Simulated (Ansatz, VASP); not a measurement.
# HfSi: VASP beside Ansatz, part 2 of 2

One calculation is typed for both programs; each brings its own data sets. How far apart do they land? The cell is generated by rule, not measured, and may not be a known phase. The cell is taken from a series of runs on this material, whose earlier steps may have relaxed, scaled, displaced or heated it; both programs get it as it stands.

VASP 6.6.1 and Ansatz 0.2.0.

So far: Starting point; Ansatz: relaxation of cell and atoms, PBEsol; VASP: relaxation of cell and atoms, PBEsol.

## (3) VASP: relaxation of cell and atoms, PBEsol (continued)

Level of this step: PBEsol; plane waves and PAW (Hf_pv, Si); invented cell (VASP).

Numbers of over 12 decimals in the logs are rounded to 6 here.

From OUTCAR (step 3):

```text
ion  position               nearest neighbor table
   1  0.333  0.667  0.250-   4 2.60   4 2.60   3 2.62   3 2.62   3 2.62   2 3.69   2 3.69   2 3.69
                             2 3.69   2 3.69   2 3.69
   2  0.667  0.333  0.750-   3 2.60   3 2.60   4 2.62   4 2.62   4 2.62   1 3.69   1 3.69   1 3.69
                             1 3.69   1 3.69   1 3.69
   3  0.667  0.333  0.250-   2 2.60   2 2.60   1 2.62   1 2.62   1 2.62
   4  0.333  0.667  0.750-   1 2.60   1 2.60   2 2.62   2 2.62   2 2.62

  LATTYP: Found a hexagonal cell.
 ALAT       =     4.5456650000
 C/A-ratio  =     1.1427782294

 Subroutine GETGRP returns: Found 24 space group operations
 (whereof 12 operations were pure point group operations)

The static configuration has the point symmetry D_3d.
 The point group associated with its full space group is D_6h.

 Found     76 irreducible k-points:

   k-points           NKPTS =     76   k-points in BZ     NKDIM =     76   number of bands    NBANDS=     20

   dimension x,y,z NGX =    36 NGY =   36 NGZ =   40
   dimension x,y,z NGXF=    72 NGYF=   72 NGZF=   80

   ENCUT  =  500.0 eV  36.75 Ry    6.06 a.u.   8.29  8.29  9.47*2*pi/ulx,y,z

   NELECT =      28.0000    total number of electrons

 k-points in reciprocal lattice and weights: Automatic mesh
   0.00000000  0.00000000  0.00000000       0.001
   0.08333333  0.00000000  0.00000000       0.007
   0.16666667 -0.00000000  0.00000000       0.007
   0.25000000  0.00000000  0.00000000       0.007
   0.33333333 -0.00000000  0.00000000       0.007
   0.41666667  0.00000000  0.00000000       0.007
   0.50000000  0.00000000  0.00000000       0.003
   0.08333333  0.08333333  0.00000000       0.007
   0.16666667  0.08333333  0.00000000       0.014
[...]
0.33333333  0.25000000  0.50000000       0.014
   0.33333333  0.33333333  0.50000000       0.002

 average (electrostatic) potential at core
       1 -38.0014       2 -38.0014       3 -83.8098       4 -83.8099

 E-fermi :   3.8227

 k-point     1 :       0.0000    0.0000    0.0000
  band No.  band energies     occupation
    ...
      9       2.0786      2.00000
     10       2.1202      2.00000
     11       2.1202      2.00000
     12       2.4199      2.00000
     13       2.4199      2.00000
     14       4.1866     -0.00321
     15       4.1866     -0.00321
     16       5.1220     -0.00000
     17       6.6802     -0.00000
     18       6.8584      0.00000
    ...

 k-point     2 :       0.0833    0.0000    0.0000
  band No.  band energies     occupation
    ...
      9       2.0205      2.00000
     10       2.0835      2.00000
     11       2.1316      2.00000
     12       2.3386      2.00000
     13       2.5181      2.00000
     14       4.0654     -0.04452
     15       4.1303     -0.01354
     16       5.2488     -0.00000
     17       6.7562     -0.00000
     18       6.9384      0.00000
    ...

 k-point     3 :       0.1667   -0.0000    0.0000
  band No.  band energies     occupation
    ...
     10       2.1018      2.00000
     11       2.1899      2.00000
     12       2.2068      2.00000
     13       2.7798      2.00000
     14       3.7731      1.52738
     15       3.9902     -0.06674
     16       5.5189     -0.00000
     17       6.8845      0.00000
     18       7.0460      0.00000
     19       7.2797      0.00000
    ...

  Total       -0.0018823     -0.0018823     -0.0075503     -0.0000000      0.0000000      0.0000000
  in kB       -0.0324478     -0.0324478     -0.1301532     -0.0000000      0.0000000      0.0000000
  external PRESSURE =      -0.0650163 kB  Pullay stress =       0.0000000 kB

  energy-cutoff  :      500.00
  volume of cell :       92.94
      direct lattice vectors                 reciprocal lattice vectors
     4.544749538  0.000002999  0.000000000     0.220034044  0.127036931  0.000000000
    -2.272377269  3.935866188  0.000000000    -0.000000168  0.254073582  0.000000000
     0.000000000  0.000000000  5.195985954    -0.000000000 -0.000000000  0.192456255

 POSITION                                       TOTAL-FORCE (eV/Angst)
 -----------------------------------------------------------------------------------
     -0.00000      2.62391      1.29900         0.000000      0.000000      0.000000
      2.27237      1.31196      3.89699         0.000000     -0.000000     -0.000000
      2.27237      1.31196      1.29900         0.000000      0.000000      0.000000
     -0.00000      2.62391      3.89699        -0.000000      0.000000     -0.000000
 -----------------------------------------------------------------------------------
    total drift:                                0.000285     -0.000275     -0.000056

  FREE ENERGIE OF THE ION-ELECTRON SYSTEM (eV)
  ---------------------------------------------------
  free  energy   TOTEN  =       -33.0101621009 eV

  energy  without entropy=      -33.0103824017  energy(sigma->0) =      -33.01023553

 reached required accuracy - stopping structural energy minimisation

 total charge
# of ion       s       p       d       tot
------------------------------------------
    1        0.321   6.405   1.617   8.343
    2        0.321   6.405   1.617   8.343
    3        0.796   0.993   0.000   1.789
    4        0.796   0.993   0.000   1.789
--------------------------------------------------
tot          2.233  14.797   3.234  20.263

[... 3 further parts left out ...]
```

Harder data sets than Hf_pv exist (the GW ones), and pressures, volumes and forces can shift noticeably with them. The run keeps the 24 symmetry operations of its start, so it cannot find a distortion of lower symmetry.

## (4) Comparison

Known differences besides the potentials themselves: the data sets hold 32 valence electrons in Ansatz (on norm-conserving files, of PseudoDojo where its log says so) and 28 in VASP; the cutoff is 789.13 eV in Ansatz and 500 eV in VASP; Ansatz adds a Pulay correction to the stress that steers its cell, VASP none. Total energies have different zeros and are not compared.

Compared:

```tsv
quantity	Ansatz	VASP	difference
volume (Å³)	92.96	92.94	+0.02 %
edge a after relaxation, in the typed setting (Å)	4.546	4.545	+0.02 %
edge c after relaxation, in the typed setting (Å)	5.195	5.196	-0.03 %
```

## (5) Summary of results

| Item | Value |
| --- | --- |
| difference in edge c after relaxation, in the typed setting (relaxation of cell and atoms, PBEsol) | -0.025 % |

What this shows: The difference in edge c after relaxation, in the typed setting is -0.025 % (relaxation of cell and atoms, PBEsol), within the 1.2 % picked in this series as the mark of a large difference, as far as the stopping tolerances let one tell. The data sets hold unlike numbers of valence electrons (32 in Ansatz and 28 in VASP), so part of the differences comes from the potentials. 1 further run of this series is not shown here. How closely two codes agree says nothing of how well the functional describes the real material.

[Lines on the potential files, build, host, timing and source positions are cut from VASP's logs without a mark.]

[Logs are printed without paths, hosts, clocks, repeated set-up lines and the standing remarks that a program may print on its own settings, such as how far it seeks lower states.]

[Hosts, paths, dates, database ids (printed as entryN), source tags and the programs' standing remarks are cut or masked in the printed files.]
